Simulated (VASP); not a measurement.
Data:

```yaml
crystal:
  lattice:
    - [3.27943, 0.00000, 0.00000]
    - [0.00000, 3.28653, 0.00000]
    - [0.00000, 0.00000, 3.18348]
  atoms:
    - { symbol: In, position: [0.50000, 0.50000, 0.50000] }
    - { symbol: Pd, position: [0.02627, 0.00000, 0.00000] }
```
Cell charge -0.02.

These are PBE GGA, VASP's PBE PAW potentials (set 64) (plane waves; VASP) values and carry that method's errors. Numerical set-up: NELECT = 23.02, 400 eV cut-off, 10×10×10 Γ-centred mesh, Gaussian smearing of 0.050 eV, potentials In_d Pd.

The cell is charged, with a uniform compensating background.

**Question.** Which forces act on the atoms, in eV/Å?

**Answer.** 
| atom | Fx | Fy | Fz |
|---|---|---|---|
| In1 | 0.414 | 0.000 | 0.000 |
| Pd2 | -0.414 | 0.000 | 0.000 |

**Question.** Give the stress tensor in GPa (positive for a compressed cell).

**Answer.** 
```
8.38  0.00  0.00
0.00  8.65  0.00
0.00  0.00  8.79
```
The pressure is its mean diagonal, 8.61 GPa.

The compound is PdIn in the CsCl type structure. The cell was not relaxed at this level, atoms are displaced from their ideal sites. The run is one of a series of settings (ISMEAR = 0, NELECT = 23.02, SIGMA = 0.05 against the base run), some of them coarse on purpose. The electron count is odd and the run is not spin-polarised, which forces a metal.
